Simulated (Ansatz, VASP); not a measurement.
## CdSnSe2 in two plane-wave programs

Aim: how closely do two programs agree when they are given the same cell, functional and k mesh? The cell is invented: As first built, before any earlier steps moved the atoms (in the runner's words): it takes the SnPbSe2 structure with some of its atoms replaced by other elements, volume scaled by an estimate. It may not be a known or stable phase. The cell is taken from a series of VASP runs on this material, whose earlier steps may have relaxed, scaled or displaced it; both programs get it as it stands. Other levels of theory on this material are compared in a session of their own.

Main program and level: Ansatz 0.2.0; plane waves, with VASP 6.6.1 beside it; band structure at r2SCAN with D4.

**1. Set-up**

It takes space group R-3m (No. 166, trigonal). The conventional cell has a = 4.150 Å, b = 4.150 Å, c = 20.000 Å, α = 90.00°, β = 90.00°, γ = 120.00°. Nearest to Sn lie 6 Se at 2.98 Å. Nearest to Cd lie 6 Se at 2.86 Å. Nearest to Se lie 3 Cd at 2.86 Å and 3 Sn at 2.98 Å. As first built, before any earlier steps moved the atoms (in the runner's words): sites of the SnPbSe2 structure (space group 166) filled with other elements, volume scaled by an estimate. Farther neighbours and most contacts between anions are not listed.

**2. Ansatz: band structure, r2SCAN with D4**

Ansatz runs on its default PAW (the set named soft_2) files.

Levels along a path test the potential and the projectors away from the mesh points.

input.yaml reads:

```yaml
crystal:
  lattice:
    - [2.0751276433, 1.1980758745, 6.6666542373]
    - [-2.0751276433, 1.1980758745, 6.6666542373]
    - [0.0, -2.39615079, 6.6666542425]
  atoms:
    - { symbol: Sn, position: [0.5, 0.5, 0.5] }
    - { symbol: Cd, position: [0.0, 0.0, 0.0] }
    - { symbol: Se, position: [0.7444954559, 0.7444954559, 0.7444954559] }
    - { symbol: Se, position: [0.2555045441, 0.2555045441, 0.2555045441] }
hamiltonian:
  xc: r2scan
  pseudopotentials: { kind: paw }
  dispersion: d4
kpoints:
  mp_grid: { grid: [6, 6, 6] }
  band_path:
    path:
      - [0.0, 0.0, 0.0]
      - [0.13333, 0.0, 0.0]
      - [0.3, 0.0, 0.0]
      - [0.46667, 0.0, 0.0]
      - [0.5, 0.0, 0.0]
      - [0.5, 0.03764, -0.03764]
      - [0.5, 0.10037, -0.10037]
      - [0.5, 0.1631, -0.1631]
      - [0.77023, 0.5, 0.22977]
      - [0.66629, 0.5, 0.33371]
      - [0.56236, 0.5, 0.43764]
      - [0.54157, 0.5, 0.45843]
      - [0.46667, 0.46667, 0.46667]
      - [0.3, 0.3, 0.3]
      - [0.13333, 0.13333, 0.13333]
      - [0.0, 0.0, 0.0]
      - [0.1147, 0.0, -0.1147]
      - [0.20646, 0.0, -0.20646]
      - [0.32116, 0.0, -0.32116]
      - [0.62472, 0.37528, 0.0]
      - [0.57275, 0.42725, 0.0]
      - [0.52079, 0.47921, 0.0]
      - [0.52079, 0.52079, 0.02509]
      - [0.57275, 0.57275, 0.08783]
      - [0.62472, 0.62472, 0.15056]
      - [0.64551, 0.64551, 0.20898]
      - [0.59354, 0.59354, 0.31292]
      - [0.54157, 0.54157, 0.41685]
      - [0.5, 0.0, 0.0]
      - [0.60393, 0.1147, 0.1147]
      - [0.70787, 0.2294, 0.2294]
      - [0.8118, 0.3441, 0.3441]
    npoints: 1
scf:
  occupations: { method: fermi_dirac, width: 0.05 }
  n_extra_bands: 8
output:
  forces: true
  stress: true
  eigenvalues: true
  write_density: true
  write_potential: true
  elf: true
  volumetric_format: npy
```

Started as:

```console
> ansatz run input.yaml --threads 2 --pin off --max-ram 4608MiB --backend cpu --events-out ev --progress --plain --runs-dir out
```

Numbers of over 12 decimals in the logs are rounded to 6 here.

The program printed:

```text
Warning: crystal.lattice misses the space group found at crystal.symmetry.tolerance 1.0e-5 in a digit that the deck types, which is why this is a warning: making the lattice exact moves one of its numbers by a whole unit of that number's last typed decimal, or more. The operation that it misses by the most changes a squared length by the fraction 1.10e-7. The run uses the lattice that is a stretch of the typed one, w [...]
basis.fft_grid_basis auto: the FFT boxes are laid along the combinations [[1, -1, 0], [0, 1, 0], [0, -1, 1]] of the cell's own vectors, 4.150, 7.084 and 4.150 Å long. The dense box has 32×54×32 points. Along the cell's own vectors, as sized, it would have 54×54×54, 2.85 times as many. Of the 12 symmetry operations that the crystal satisfies within crystal.symmetry.tolerance (time reversal apart; of a slab, those that [...]
scf.n_extra_bands = 8 over 33 filled bands (N_el = 66.0): the run solves 41 bands
Engine: ansatz 0.2.0, aarch64-unknown-linux-gnu
Pseudopotentials: kind: paw
Pseudopotential: Sn, paw, valence charge 14, recommended cutoff 500 eV (meta_gga), Sn.paw.azcp
Pseudopotential: Cd, paw, valence charge 20, recommended cutoff 500 eV (meta_gga), Cd.paw.azcp
Pseudopotential: Se, paw, valence charge 16, recommended cutoff 500 eV (meta_gga), Se.paw.azcp
Functional definition: r2SCAN
  parameter k0 = 0.174
  parameter k1 = 0.065
  parameter a1 = 4.9479
  exchange = r2scan_x(k0 = k0, k1 = k1, a1 = a1)
  correlation = r2scan_c
Crystal: 4 atoms, lattice volume = 99.446 Å³
Basis set: ecut = 500 eV, 2491 PW (Γ), FFT grids on a1−a2, a2, −a2+a3, exchange–correlation on 128×216×128 points (64 copies of the dense FFT grid, shifted against one another)
Bands: 41, of which v1, the nominal top of the filled ones, is band 33 counted from 1 (32 counted from 0)
Symmetry: 12 space group operations
Space group: R-3m (ITA 166), of the structure as read, at distance tolerance 4.6e-5 Å
k-points: 32 of 216
Non-local potential: Sn, projectors of the file, l = 0: 2, l = 1: 2, l = 2: 2, l = 3: 2
Non-local potential: Cd, projectors of the file, l = 0: 3, l = 1: 2, l = 2: 2, l = 3: 1
Non-local potential: Se, projectors of the file, l = 0: 2, l = 1: 2, l = 2: 3, l = 3: 1
PAW form: soft (Blöchl's): semilocal exchange-correlation on the pseudo side does not see the compensation charge
PAW frozen core: Sn, regenerated for the run's functional (the file was generated under x = pbe(κ = 0.804, μ = 0.219515), c = pbe(β = 0.066725))
PAW frozen core: Cd, regenerated for the run's functional (the file was generated under x = pbe(κ = 0.804, μ = 0.219515), c = pbe(β = 0.066725))
PAW frozen core: Se, regenerated for the run's functional (the file was generated under x = pbe(κ = 0.804, μ = 0.219515), c = pbe(β = 0.066725))
PAW one-centre angular grid: Sn, 590 points (default); XC on 249 of its mesh's 2787 points in the sphere
PAW one-centre angular grid: Cd, 590 points (default); XC on 160 Gauss nodes
PAW one-centre angular grid: Se, 590 points (default); XC on 160 Gauss nodes
Initial density: superposition of atomic densities (neutral atoms: chi_scale 0, normalization atom), corrected by the library's trained network
Initial wavefunctions: pseudopotential atomic-orbital guess
Functional: x = r2scan, c = r2scan; τ floored in thin density (d = 2e-4 eV/Å³)
SCF iter   1: F=—  HF=-25265.688295 eV  |F-HF|=—  |Δ(HF+E_count)|=         —  Δρ=6.23e-3  dr2=4.44e-2  dr2_τ=1.78e-2  ethr=1.77e-3  ⟨swp⟩=6.7  Hψ=5071  notcnv=0  defer=3
preconditioner: auto → Resta (q_TF=auto, 2.548 Å⁻¹)  ε∞=3.1  [insulator: Δε(μ)=0.162 eV  Ē_g=15.848 eV  σ=0.050 eV  W_gap=0.66  n_scr=28 (ndim 8)  ℏωp=23.0 eV  f_vac=0.023  D(μ)=0.12/eV (n_scr^D=0)  ε∞_Penn≈3.1]
SCF iter   2: F=—  HF=-25265.704378 eV  |F-HF|=—  |Δ(HF+E_count)|=   1.61e-2  Δρ=3.18e-3  dr2=8.85e-3  dr2_τ=7.96e-4  ethr=6.73e-5  ⟨swp⟩=2.9  Hψ=2665  notcnv=0  defer=69
SCF iter   3: F=—  HF=-25265.705308 eV  |F-HF|=—  |Δ(HF+E_count)|=   9.30e-4  Δρ=1.06e-3  dr2=9.81e-4  dr2_τ=6.89e-5  ethr=1.34e-5  ⟨swp⟩=2.6  Hψ=2032  notcnv=0  defer=69
SCF iter   4: F=—  HF=-25265.705587 eV  |F-HF|=—  |Δ(HF+E_count)|=   2.79e-4  Δρ=2.59e-4  dr2=4.38e-5  dr2_τ=2.10e-6  ethr=1.49e-6  ⟨swp⟩=2.0  Hψ=1691  notcnv=0  defer=69
SCF iter   5: F=—  HF=-25265.705611 eV  |F-HF|=—  |Δ(HF+E_count)|=   2.42e-5  Δρ=4.97e-5  dr2=2.12e-6  dr2_τ=1.24e-7  ethr=6.64e-8  ⟨swp⟩=2.0  Hψ=2222  notcnv=0  defer=69
SCF iter   6: F=—  HF=-25265.705612 eV  |F-HF|=—  |Δ(HF+E_count)|=   1.37e-6  Δρ=1.48e-5  dr2=1.42e-7  dr2_τ=1.35e-8  ethr=3.22e-9  ⟨swp⟩=2.0  Hψ=1722  notcnv=0  defer=69
SCF iter   7: F=-25265.705612 eV  HF=-25265.705612 eV  |F-HF|=5.46e-9  |Δ(HF+E_count)|=   6.49e-8  Δρ=4.08e-6  dr2=1.54e-8  dr2_τ=4.95e-10  ethr=1.52e-10  ⟨swp⟩=12.9  Hψ=8852  notcnv=0
SCF 1 converged in 7 iterations: F = -25265.705612 eV  dr2 = 1.54e-8
  greatest PAW one-centre occupation: 1.002 electrons in one spin orbital (limit 2), on the Cd atom at site 1 (counted from 0), in its partial waves of l = 1
NSCF: frozen V_eff on 32 k-points
SCF converged after 7 iterations
Free energy (F): -25265.705612 eV
Harris-Foulkes:  -25265.705612 eV  (|F-HF|=5.46e-9)
Internal energy: -25265.704256 eV  (E = F + TS)
E sigma→0 (E₀):  -25265.704934 eV
Entropy (-TS):   -0.001356 eV (-0.339 meV/atom)
Fermi energy:    10.315271 eV
--- Per-component energies (eV) ---
  E_band       = -1325.069092
  E_kinetic    = 928.626409
  E_local      = -9054.486592  (includes V_loc(G=0)·N_el)
  E_nonlocal   = -1189.009579
  E_hartree    = 4512.038477
  E_xc         = -741.485872
  E_vxc        = -563.252064  (∫ρ·V_xc dr)
  E_paw        = -12111.400040  (= ΣΔE_a)
  E_vpaw       = -504.968851  (= ΣTr[D̂ρ^β])
  E_aug_tail   = -0.000416  (compensation charges beyond the density's cutoff)
  E_vtau       = 33.937297  (kinetic-family band-sum trace: ∫τ·v_τ [+ j·A + Jᵃ·Aᵃ] dr)
  E_ewald      = -7606.074588
  E_disp       = -0.553063  (pairwise vdW)
  E_core_change = -3.358991  (= ΣΔE_core)
  E_smearing   = -0.001356  (= −TS)
  E_closure    = 0.000000  (closes the sum)
  Σ components = -25265.705612   (vs F -25265.705612, Δ=0.00e0)
--- Forces (eV/Å), atoms counted from 1 ---
  atom   1  Sn    -0.00000000     0.00000000     0.00000000
  atom   2  Cd    -0.00000000    -0.00000000     0.00000000
  atom   3  Se    -0.00000000    -0.00000000    -0.01883634
  atom   4  Se     0.00000000     0.00000000     0.01883634
  max |Σ_I F_I| component: 8.62e-29 eV/Å
--- Stress (GPa, compression-positive) ---
        0.037350       0.000000       0.000000
        0.000000       0.037350       0.000000
        0.000000       0.000000       0.120591
  P = ⅓ Tr σ = 0.0651 GPa (0.651 kbar)
--- Band table (eV; the first three rows and the last of 32) ---
  k-point 0: bands = [... 29 lower, 8.0893, 8.0893, 8.5386, 8.5386, 11.4600, 12.5836, 12.5836, 13.6577, ... 4 higher]
  k-point 1: bands = [... 29 lower, 7.9028, 8.0894, 8.1501, 9.6759, 11.3366, 12.7165, 13.1525, 14.5539, ... 4 higher]
  k-point 2: bands = [... 29 lower, 7.5378, 7.5856, 7.6813, 9.2719, 11.1346, 13.1645, 13.8562, 14.6536, ... 4 higher]
  k-point 31: bands = [... 29 lower, 8.2354, 8.3125, 8.3125, 10.2625, 10.8999, 13.1979, 13.1979, 14.2217, ... 4 higher]
```

The job ended after 12 s (2 threads of Arm Neoverse V2, shared host; peak memory 0.69 GiB).

The column dr2 measures how far the density is from self-consistency, as an energy; F and HF (Harris–Foulkes) agree once it is small.

**3. VASP: band structure, r2SCAN with D4**

The same cell, functional, mesh and smearing now go to VASP, with its own data sets and cutoff.

Lines of VASP's logs that name or quote its potential files are left out, and so is its time.

INCAR reads:

```
SYSTEM = CdSnSe2
PREC = Accurate
ENCUT = 400
EDIFF = 1E-06
NELM = 100
ISMEAR = -1
SIGMA = 0.05
LREAL = .FALSE.
ALGO = Normal
METAGGA = R2SCAN
IVDW = 13
VDW_S6 = 1
VDW_S8 = 0.6018749
VDW_A1 = 0.51559235
VDW_A2 = 5.77342911
LASPH = .TRUE.
NBANDS = 33
LORBIT = 11
LWAVE = .FALSE.
LCHARG = .FALSE.
KPAR = 2
```

POSCAR reads:

```
CdSnSe2
1.0
    2.0751276433      1.1980758745      6.6666542373
   -2.0751276433      1.1980758745      6.6666542373
    0.0000000000     -2.3961507900      6.6666542425
Sn Cd Se
1 1 2
Direct
    0.5000000000      0.5000000000      0.5000000000
    0.0000000000      0.0000000000      0.0000000000
    0.7444954559      0.7444954559      0.7444954559
    0.2555045441      0.2555045441      0.2555045441
```

KPOINTS reads:

```
Automatic mesh
0
Gamma
6 6 6
0 0 0
```

KPOINTS_OPT reads:

```
Line mode
16
Line-mode
Reciprocal
  0.00000000   0.00000000   0.00000000 GAMMA
  0.50000000   0.00000000   0.00000000 L

  0.50000000   0.00000000   0.00000000 L
  0.50000000   0.18819752  -0.18819752 B1

  0.81180248   0.50000000   0.18819752 B
  0.50000000   0.50000000   0.50000000 Z

  0.50000000   0.50000000   0.50000000 Z
  0.00000000   0.00000000   0.00000000 GAMMA

  0.00000000   0.00000000   0.00000000 GAMMA
  0.34409876   0.00000000  -0.34409876 X

  0.65590124   0.34409876   0.00000000 Q
  0.50000000   0.50000000   0.00000000 F

  0.50000000   0.50000000   0.00000000 F
  0.65590124   0.65590124   0.18819752 P1

  0.65590124   0.65590124   0.18819752 P1
  0.50000000   0.50000000   0.50000000 Z

  0.50000000   0.00000000   0.00000000 L
  0.81180248   0.34409876   0.34409876 P
```

PAW data sets: Sn_d, Cd and Se (PBE family, release 64).

Started as:

```console
> mpirun -np 2 vasp_std
```

The program printed:

```text
[banner, memory and clock lines left out]
running    2 mpi-ranks, on    1 nodes
 distrk:  each k-point on    1 cores,    2 groups
 distr:  one band on    1 cores,    1 groups

 POSCAR found type information on POSCAR SnCdSe
 POSCAR found :  3 types and       4 ions
|                                                                             |
|               ----> ADVICE to this user running VASP <----                  |
|                                                                             |
|     You enforced a specific xc type in the INCAR file but a different       |
|     [... a line on the potential file left out ...]
|     I HOPE YOU KNOW WHAT YOU ARE DOING!                                     |
|                                                                             |

 LDA part: xc-table for (None), standard interpolation
 POSCAR, INCAR and KPOINTS ok, starting setup
 FFT: planning ... GRIDC
 FFT: planning ... GRID_SOFT
 FFT: planning ... GRID
 WAVECAR not read
 entering main loop
       N       E                     dE             d eps       ncg     rms          rms(c)
DAV:   1     0.233211757881E+03    0.23321E+03   -0.15662E+04  2292   0.114E+03
DAV:   2    -0.497918633280E+02   -0.28300E+03   -0.26722E+03  2155   0.356E+02
DAV:   3    -0.827202953017E+02   -0.32928E+02   -0.32399E+02  2474   0.105E+02
DAV:   4    -0.837603668331E+02   -0.10401E+01   -0.10387E+01  2501   0.192E+01
DAV:   5    -0.837802391191E+02   -0.19872E-01   -0.19871E-01  2767   0.281E+00    0.630E+00
DAV:   6    -0.755175594130E+02    0.82627E+01   -0.39377E+00  2405   0.202E+01    0.793E+00
DAV:   7    -0.754897806668E+02    0.27779E-01   -0.36165E-01  2461   0.364E+00    0.512E+00
DAV:   8    -0.755046175024E+02   -0.14837E-01   -0.12547E-01  2380   0.246E+00    0.138E+00
DAV:   9    -0.755131137089E+02   -0.84962E-02   -0.19530E-02  2477   0.822E-01    0.194E-01
DAV:  10    -0.755130532743E+02    0.60435E-04   -0.33633E-03  2464   0.406E-01    0.148E-01
DAV:  11    -0.755130590376E+02   -0.57632E-05   -0.44186E-04  2436   0.186E-01    0.393E-02
DAV:  12    -0.755130739468E+02   -0.14909E-04   -0.32488E-05  2601   0.427E-02    0.193E-02
DAV:  13    -0.755130758454E+02   -0.18986E-05   -0.74356E-06  2443   0.183E-02    0.314E-03
DAV:  14    -0.755130761466E+02   -0.30123E-06   -0.38326E-07  1418   0.512E-03
   1 F= -.76065489E+02 E0= -.76064777E+02  d E =-.142378E-02
 Start KPOINTS_OPT (optional k-point list driver)
k-point batch [1-32\144]
       N       E                     dE             ncg
DAV:   1     0.240270264568E+04   -0.22689E+05     2213
DAV:   2    -0.682275794544E+04   -0.92255E+04     2168
DAV:   3    -0.787748646407E+04   -0.10547E+04     2514
DAV:   4    -0.791171959679E+04   -0.34233E+02     2463
DAV:   5    -0.791237698376E+04   -0.65739E+00     2815
DAV:   6    -0.791239853790E+04   -0.21554E-01     2508
DAV:   7    -0.791240003579E+04   -0.14979E-02     3198
DAV:   8    -0.791240004280E+04   -0.70060E-05     2170
DAV:   9    -0.791240004303E+04   -0.23340E-06     1751
[...]
k-point batch [129-144\144]
       N       E                     dE             ncg
DAV:   1     0.106362134289E+05   -0.15008E+05     1114
DAV:   2     0.610299899625E+04   -0.45332E+04     1072
DAV:   3     0.559783178447E+04   -0.50517E+03     1275
DAV:   4     0.558218708778E+04   -0.15645E+02     1270
DAV:   5     0.558188622766E+04   -0.30086E+00     1392
DAV:   6     0.558187608063E+04   -0.10147E-01     1271
DAV:   7     0.558187535963E+04   -0.72100E-03     1632
DAV:   8     0.558187535502E+04   -0.46113E-05     1096
DAV:   9     0.558187535473E+04   -0.29055E-06      928
```

(Part 1 of 2 ends here.)

[Lines on the potential files, build, host, timing and source positions are cut from VASP's logs without a mark.]

[Logs are printed without paths, hosts, clocks, repeated set-up lines and the standing remarks that a program may print on its own settings, such as how far it seeks lower states.]

[Hosts, paths, dates, database ids (printed as entryN), source tags and the programs' standing remarks are cut or masked in the printed files.]
